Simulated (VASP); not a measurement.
All values below come from PBE GGA, VASP's PBE PAW potentials (set 64) (plane waves; VASP).

VASP ran on this input.

POSCAR:
```
BP
3.2147140
  0.0000000000   0.7071067786   0.7071067786
  0.7071067786   0.0000000000   0.7071067786
  0.7071067786   0.7071067786   0.0000000000
B P
1 1
Cart
  0.0000000000   0.0000000000   0.0000000000
  0.3535533893   0.3535533893   0.3535533893
```

KPOINTS:
```
Automatic mesh
0
Gamma
8 8 8
0 0 0
```

**INCAR**
```
LWAVE  =  .TRUE.
GGA  =  PE
ALGO  =  Normal
LASPH  =  .TRUE.
EDIFF  =  1E-6   # SCF stop (eV)
ENCUT  =  520   # plane-wave cut-off (eV)
SYSTEM  =  BP
PREC  =  Accurate
LREAL  =  .FALSE.   # projection in real space or not
ISMEAR  =  0   # Gaussian
NELM  =  100   # most electronic steps
SIGMA  =  0.05   # width (eV)
LCHARG  =  .FALSE.
```

POTCAR, in this order: B P (PBE.64 set). Program: vasp_std.

The resulting files:

File OSZICAR:
```
       N       E                     dE             d eps       ncg     rms          rms(c)
DAV:   1     0.112153518107E+02    0.11215E+02   -0.41486E+03   464   0.906E+02
DAV:   2    -0.132916257768E+02   -0.24507E+02   -0.23198E+02   720   0.111E+02
DAV:   3    -0.136249976973E+02   -0.33337E+00   -0.33337E+00   568   0.163E+01
DAV:   4    -0.136257032893E+02   -0.70559E-03   -0.70559E-03   720   0.762E-01
DAV:   5    -0.136257037609E+02   -0.47156E-06   -0.47156E-06   576   0.165E-02    0.715E+00
DAV:   6    -0.130259045540E+02    0.59980E+00   -0.16212E+00   504   0.695E+00    0.390E+00
DAV:   7    -0.129365778401E+02    0.89327E-01   -0.25273E-01   688   0.307E+00    0.129E+00
DAV:   8    -0.129285313059E+02    0.80465E-02   -0.27954E-02   496   0.115E+00    0.214E-01
DAV:   9    -0.129288440008E+02   -0.31269E-03   -0.49389E-04   664   0.204E-01    0.119E-01
DAV:  10    -0.129290423352E+02   -0.19833E-03   -0.29240E-04   520   0.135E-01    0.268E-02
DAV:  11    -0.129290524489E+02   -0.10114E-04   -0.12829E-05   672   0.313E-02    0.309E-02
DAV:  12    -0.129290532234E+02   -0.77455E-06   -0.30431E-06   472   0.115E-02
   1 F= -.12929053E+02 E0= -.12929053E+02  d E =-.178581E-14
```

OUTCAR:
```
------------------------ aborting loop because EDIFF is reached ----------------------------------------
  FORCE on cell =-STRESS in cart. coord.  units (eV):
  Direction    XX          YY          ZZ          XY          YZ          ZX
  --------------------------------------------------------------------------------------
  Total        0.0017240      0.0017240      0.0017240     -0.0000000     -0.0000000     -0.0000000
  in kB        0.1175779      0.1175779      0.1175779     -0.0000000     -0.0000000     -0.0000000
  external PRESSURE =       0.1175779 kB  Pullay stress =       0.0000000 kB
  volume of cell :       23.49
      direct lattice vectors                 reciprocal lattice vectors
     0.000000000  2.273146061  2.273146061    -0.219959469  0.219959469  0.219959469
     2.273146061  0.000000000  2.273146061     0.219959469 -0.219959469  0.219959469
     2.273146061  2.273146061  0.000000000     0.219959469  0.219959469 -0.219959469
  FREE ENERGIE OF THE ION-ELECTRON SYSTEM (eV)
  ---------------------------------------------------
  free  energy   TOTEN  =       -12.9290532234 eV

  energy  without entropy=      -12.9290532234  energy(sigma->0) =      -12.92905322
```
(Selected blocks of OUTCAR.)

### OUTCAR
```
 val. band max:        7.3691080511   @ k =   0.0000   0.0000   0.0000

 cond. band min:       8.6448238075   @ k =   0.3750   0.3750   0.0000


 Fermi energy:         7.6203602358

 k-point     1 :       0.0000    0.0000    0.0000
  band No.  band energies     occupation
      1      -8.0428      2.00000
      2       7.3691      2.00000
      3       7.3691      2.00000
      4       7.3691      2.00000
      5      10.7614      0.00000
      6      10.7614      0.00000
      7      10.7614      0.00000
      8      14.6601      0.00000

 k-point     2 :       0.1250    0.0000    0.0000
  band No.  band energies     occupation
      1      -7.7630      2.00000
      2       5.5199      2.00000
      3       6.9429      2.00000
      4       6.9429      2.00000
      5      11.2879      0.00000
      6      11.3507      0.00000
      7      11.3507      0.00000
      8      15.4563      0.00000

 k-point     3 :       0.2500    0.0000    0.0000
  band No.  band energies     occupation
      1      -6.9425      2.00000
      2       2.5393      2.00000
      3       6.2565      2.00000
      4       6.2565      2.00000
      5      11.3444      0.00000
      6      12.1206      0.00000
      7      12.1206      0.00000
      8      16.9278      0.00000

 k-point     4 :       0.3750    0.0000    0.0000
  band No.  band energies     occupation
      1      -5.6882      2.00000
      2      -0.1733      2.00000
      3       5.7810      2.00000
      4       5.7810      2.00000
      5      11.1878      0.00000
      6      12.1825      0.00000
      7      12.1825      0.00000
      8      17.5073      0.00000

 k-point     5 :       0.5000    0.0000    0.0000
  band No.  band energies     occupation
      1      -4.7400      2.00000
      2      -1.6254      2.00000
      3       5.6181      2.00000
      4       5.6181      2.00000
      5      11.1178      0.00000
      6      12.0787      0.00000
      7      12.0787      0.00000
...
```

The compound is BP in the zinc blende structure. It was relaxed first.
